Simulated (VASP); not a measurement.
Calculation: revPBE GGA, VASP's PBE PAW potentials (set 64) (plane waves; VASP 6.6.1).

The input files of a VASP run:

**INCAR**
```
! general
SYSTEM   =  MnF2
PREC     =  Accurate
ENCUT    =  520
LREAL    =  .FALSE.
LASPH    =  .TRUE.

! electronic loop
EDIFF    =  1E-7
NELM     =  100
ALGO     =  Normal
LMAXMIX  =  4

! smearing
ISMEAR   =  0
SIGMA    =  0.05

! functional
GGA      =  RE

! spin
ISPIN    =  2
MAGMOM   =  4.6 -4.6 -0.0 2*0.0 -0.0

! ions
IBRION   =  2
NSW      =  30
ISIF     =  4
EDIFFG   =  -0.01

! output
LWAVE    =  .FALSE.
LCHARG   =  .FALSE.
LORBIT   =  10
```

### POSCAR
```
MnF2
1.0
  5.1012441144   0.0000000000   0.0000000000
  0.0000000000   5.1012441144   0.0000000000
  0.0000000000   0.0000000000   3.4205453514
Mn F
2 4
Cartesian
  0.0000000000   0.0000000000   0.0000000000
  2.5506220572   2.5506220572   1.7102726757
  1.5519581581   1.5519581581   3.4205453514
  4.1025802153   0.9986638991   1.7102726757
  0.9986638991   4.1025802153   1.7102726757
  3.5492859563   3.5492859563   0.0000000000
```

KPOINTS:
```
Regular mesh
0
Gamma
5 5 7
0 0 0
```

POTCAR, in this order: Mn_pv F (PBE.64 set). Program: vasp_std.

The resulting files:

File OSZICAR:
```
       N       E                     dE             d eps       ncg     rms          rms(c)
DAV:   1     0.684981722518E+03    0.68498E+03   -0.31382E+04  3160   0.185E+03
DAV:   2     0.294650693717E+02   -0.65552E+03   -0.63246E+03  3512   0.524E+02
DAV:   3    -0.404667508201E+02   -0.69932E+02   -0.69371E+02  3536   0.178E+02
DAV:   4    -0.421995620036E+02   -0.17328E+01   -0.17171E+01  3664   0.289E+01
DAV:   5    -0.422301816009E+02   -0.30620E-01   -0.30616E-01  3320   0.431E+00    0.181E+01
DAV:   6    -0.378349519782E+02    0.43952E+01   -0.29211E+01  3696   0.373E+01    0.132E+01
DAV:   7    -0.380016047410E+02   -0.16665E+00   -0.20871E+00  3352   0.101E+01    0.912E+00
DAV:   8    -0.378197997144E+02    0.18181E+00   -0.56349E-01  3312   0.675E+00    0.296E+00
DAV:   9    -0.380196782247E+02   -0.19988E+00   -0.13325E-01  3728   0.397E+00    0.906E-01
DAV:  10    -0.380281752061E+02   -0.84970E-02   -0.25688E-02  3288   0.105E+00    0.158E-01
DAV:  11    -0.380291051467E+02   -0.92994E-03   -0.12858E-03  3600   0.331E-01    0.789E-02
DAV:  12    -0.380295941345E+02   -0.48899E-03   -0.28538E-04  3416   0.120E-01    0.542E-02
DAV:  13    -0.380297144891E+02   -0.12035E-03   -0.12807E-04  3464   0.749E-02    0.203E-02
DAV:  14    -0.380297390301E+02   -0.24541E-04   -0.44484E-05  3528   0.468E-02    0.574E-03
DAV:  15    -0.380297401364E+02   -0.11063E-05   -0.31104E-06  3248   0.128E-02    0.278E-03
DAV:  16    -0.380297413356E+02   -0.11992E-05   -0.12249E-06  3064   0.698E-03    0.139E-03
DAV:  17    -0.380297412863E+02    0.49276E-07   -0.62492E-08  2224   0.204E-03
   1 F= -.38029741E+02 E0= -.38029741E+02  d E =-.380297E+02  mag=     0.0000
       N       E                     dE             d eps       ncg     rms          rms(c)
DAV:   1    -0.380343148865E+02   -0.45736E-02   -0.52182E-01  3072   0.546E+00    0.500E-01
DAV:   2    -0.380327036901E+02    0.16112E-02   -0.12925E-02  3544   0.860E-01    0.297E-01
DAV:   3    -0.380317900000E+02    0.91369E-03   -0.10662E-03  3912   0.283E-01    0.162E-01
DAV:   4    -0.380316482475E+02    0.14175E-03   -0.36581E-04  3600   0.137E-01    0.484E-02
DAV:   5    -0.380316526889E+02   -0.44414E-05   -0.29434E-05  3176   0.358E-02    0.307E-02
DAV:   6    -0.380316546907E+02   -0.20018E-05   -0.36051E-06  3512   0.148E-02    0.133E-02
DAV:   7    -0.380316553930E+02   -0.70226E-06   -0.82056E-07  3544   0.697E-03    0.222E-03
DAV:   8    -0.380316554871E+02   -0.94096E-07   -0.72211E-08  1976   0.206E-03
   2 F= -.38031655E+02 E0= -.38031655E+02  d E =-.191420E-02  mag=     0.0000
       N       E                     dE             d eps       ncg     rms          rms(c)
DAV:   1    -0.380587815067E+02   -0.27126E-01   -0.47108E+00  3072   0.164E+01    0.151E+00
DAV:   2    -0.380442392219E+02    0.14542E-01   -0.11660E-01  3544   0.259E+00    0.899E-01
DAV:   3    -0.380360944946E+02    0.81447E-02   -0.94750E-03  3976   0.838E-01    0.496E-01
DAV:   4    -0.380347201867E+02    0.13743E-02   -0.32970E-03  3600   0.414E-01    0.145E-01
DAV:   5    -0.380347585081E+02   -0.38321E-04   -0.28700E-04  3184   0.112E-01    0.919E-02
DAV:   6    -0.380347763371E+02   -0.17829E-04   -0.33016E-05  3456   0.443E-02    0.400E-02
DAV:   7    -0.380347825104E+02   -0.61733E-05   -0.76500E-06  3472   0.213E-02    0.730E-03
DAV:   8    -0.380347834410E+02   -0.93053E-06   -0.73258E-07  2904   0.640E-03    0.282E-03
DAV:   9    -0.380347836946E+02   -0.25361E-06   -0.17946E-07  2656   0.364E-03    0.154E-03
DAV:  10    -0.380347838382E+02   -0.14360E-06   -0.16268E-07  2344   0.299E-03    0.517E-04
DAV:  11    -0.380347838597E+02   -0.21559E-07   -0.33406E-08  1696   0.126E-03
   3 F= -.38034784E+02 E0= -.38034784E+02  d E =-.504257E-02  mag=     0.0000
       N       E                     dE             d eps       ncg     rms          rms(c)
DAV:   1    -0.380368450959E+02   -0.20613E-02   -0.37009E-01  3072   0.460E+00    0.423E-01
DAV:   2    -0.380356859166E+02    0.11592E-02   -0.91486E-03  3552   0.724E-01    0.252E-01
DAV:   3    -0.380350368459E+02    0.64907E-03   -0.75501E-04  3904   0.235E-01    0.138E-01
DAV:   4    -0.380349330369E+02    0.10381E-03   -0.26169E-04  3584   0.116E-01    0.408E-02
DAV:   5    -0.380349363062E+02   -0.32694E-05   -0.21447E-05  3160   0.308E-02    0.259E-02
DAV:   6    -0.380349377946E+02   -0.14884E-05   -0.25747E-06  3648   0.126E-02    0.115E-02
DAV:   7    -0.380349383501E+02   -0.55547E-06   -0.58327E-07  3136   0.600E-03    0.191E-03
DAV:   8    -0.380349384264E+02   -0.76343E-07   -0.58758E-08  1976   0.202E-03
   4 F= -.38034938E+02 E0= -.38034938E+02  d E =-.519714E-02  mag=     0.0000
       N       E                     dE             d eps       ncg     rms          rms(c)
DAV:   1    -0.380349483936E+02   -0.10044E-04   -0.12773E-01  3072   0.249E+00    0.104E-01
DAV:   2    -0.380351402448E+02   -0.19185E-03   -0.29266E-03  3072   0.347E-01    0.608E-02
DAV:   3    -0.380351144267E+02    0.25818E-04   -0.36667E-05  4056   0.548E-02    0.328E-02
DAV:   4    -0.380351031787E+02    0.11248E-04   -0.15740E-05  3552   0.322E-02    0.118E-02
DAV:   5    -0.380351040793E+02   -0.90057E-06   -0.27025E-06  3240   0.114E-02    0.552E-03
DAV:   6    -0.380351041115E+02   -0.32216E-07   -0.14247E-07  2520   0.320E-03
   5 F= -.38035104E+02 E0= -.38035104E+02  d E =-.165685E-03  mag=    -0.0000
       N       E                     dE             d eps       ncg     rms          rms(c)
DAV:   1    -0.380348554314E+02    0.24865E-03   -0.27784E-01  3072   0.367E+00    0.153E-01
DAV:   2    -0.380352742020E+02   -0.41877E-03   -0.63832E-03  3072   0.513E-01    0.896E-02
DAV:   3    -0.380352180598E+02    0.56142E-04   -0.79648E-05  4056   0.805E-02    0.485E-02
DAV:   4    -0.380351936054E+02    0.24454E-04   -0.34250E-05  3536   0.474E-02    0.175E-02
DAV:   5    -0.380351955501E+02   -0.19447E-05   -0.58780E-06  3200   0.169E-02    0.814E-03
DAV:   6    -0.380351956321E+02   -0.81987E-07   -0.32322E-07  3048   0.472E-03
   6 F= -.38035196E+02 E0= -.38035196E+02  d E =-.257206E-03  mag=     0.0000
```

**OUTCAR**
```
------------------------ aborting loop because EDIFF is reached ----------------------------------------
  FORCE on cell =-STRESS in cart. coord.  units (eV):
  Direction    XX          YY          ZZ          XY          YZ          ZX
  --------------------------------------------------------------------------------------
  Total       -2.0241004     -2.0241004     -2.0183574      0.0000000      0.0000000      0.0000000
  in kB      -36.4330118    -36.4330118    -36.3296396      0.0000000      0.0000000      0.0000000
  external PRESSURE =     -36.3985544 kB  Pullay stress =       0.0000000 kB
  volume of cell :       89.01
      direct lattice vectors                 reciprocal lattice vectors
     5.131786963 -0.000000000  0.000000000     0.194863896  0.000000000  0.000000000
     0.000000000  5.131786963  0.000000000     0.000000000  0.194863896  0.000000000
     0.000000000  0.000000000  3.379950408     0.000000000  0.000000000  0.295862329
 POSITION                                       TOTAL-FORCE (eV/Angst)
 -----------------------------------------------------------------------------------
      0.00000      0.00000      0.00000         0.000000     -0.000000      0.000000
      2.56589      2.56589      1.68998         0.000000     -0.000000      0.000000
      1.57496      1.57496      0.00000        -0.000233     -0.000233     -0.000000
      4.14085      0.99094      1.68998        -0.000233      0.000233      0.000000
      0.99094      4.14085      1.68998         0.000233     -0.000233      0.000000
      3.55683      3.55683      3.37995         0.000233      0.000233      0.000000
 -----------------------------------------------------------------------------------
    total drift:                                0.000000      0.000000      0.000000
  FREE ENERGIE OF THE ION-ELECTRON SYSTEM (eV)
  ---------------------------------------------------
  free  energy   TOTEN  =       -38.0351956321 eV

  energy  without entropy=      -38.0351956321  energy(sigma->0) =      -38.03519563

 total charge

# of ion       s       p       d       tot
------------------------------------------
    1        0.139   6.110   4.911  11.160
    2        0.139   6.110   4.911  11.160
    3        1.736   4.353   0.000   6.090
    4        1.736   4.353   0.000   6.090
    5        1.736   4.353   0.000   6.090
    6        1.736   4.353   0.000   6.090
--------------------------------------------------
tot          7.224  29.633   9.822  46.680

 magnetization (x)

# of ion       s       p       d       tot
------------------------------------------
    1        0.019   0.016   4.551   4.585
    2       -0.019  -0.016  -4.551  -4.585
    3       -0.002  -0.024   0.000  -0.026
    4        0.002   0.024   0.000   0.026
    5        0.002   0.024   0.000   0.026
    6       -0.002  -0.024   0.000  -0.026
--------------------------------------------------
tot         -0.000   0.000   0.000  -0.000

 reached required accuracy - stopping structural energy minimisation
```
(Selected blocks of OUTCAR.)

### CONTCAR
```
MnF2
   1.00000000000000
     5.1317869625350356   -0.0000000000000000    0.0000000000000000
     0.0000000000000000    5.1317869625350356    0.0000000000000000
     0.0000000000000000    0.0000000000000000    3.3799504079667919
  Mn              F
     2     4
Direct
     0.0000000000000000    0.0000000000000000    0.0000000000000000
     0.5000000000000000    0.5000000000000000    0.5000000000000000
     0.3069023873542521    0.3069023873542521    0.0000000000000000
     0.8069023873542520    0.1930976126457479    0.5000000000000000
     0.1930976126457479    0.8069023873542520    0.5000000000000000
     0.6930976126457480    0.6930976126457480    1.0000000000000000
```

**OUTCAR**
```
 val. band max:        1.4473630766   @ k =   0.4000   0.0000   0.0000

 cond. band min:       3.9449062818   @ k =   0.0000   0.0000   0.0000


 Fermi energy:         1.7840731024

 spin component 1

 k-point     1 :       0.0000    0.0000    0.0000
  band No.  band energies     occupation
      1     -47.9990      1.00000
      2     -47.9728      1.00000
      3     -47.9392      1.00000
      4     -42.9909      1.00000
      5     -42.9693      1.00000
      6     -42.9326      1.00000
      7     -21.5614      1.00000
      8     -21.1993      1.00000
      9     -21.1918      1.00000
     10     -21.1375      1.00000
     11      -4.8087      1.00000
     12      -3.9481      1.00000
     13      -3.5346      1.00000
     14      -3.3689      1.00000
     15      -3.0666      1.00000
     16      -3.0177      1.00000
     17      -2.9929      1.00000
     18      -2.9844      1.00000
     19      -2.2895      1.00000
     20      -1.9164      1.00000
     21      -1.8970      1.00000
     22      -1.6375      1.00000
     23      -0.0789      1.00000
     24       0.0668      1.00000
     25       0.2358      1.00000
     26       0.9369      1.00000
     27       1.4179      1.00000
     28       3.9449      0.00000
     29       4.3420      0.00000
     30       4.7272      0.00000
     31       4.7326      0.00000
     32       5.3846      0.00000

 k-point     2 :       0.2000    0.0000    0.0000
  band No.  band energies     occupation
      1     -47.9990      1.00000
      2     -47.9728      1.00000
      3     -47.9392      1.00000
      4     -42.9909      1.00000
      5     -42.9693      1.00000
      6     -42.9326      1.00000
      7     -21.5316      1.00000
      8     -21.2500      1.00000
      9     -21.1754      1.00000
     10     -21.1345      1.00000
     11      -4.6944      1.00000
     12      -3.9620      1.00000
     13      -3.5406      1.00000
     14      -3.3213      1.00000
...
```

The compound is MnF2 in the rutile structure. This cell is one point of a volume scan, at 1.06 of the reference volume. Symmetry was kept, so distortions that lower it aren't found.
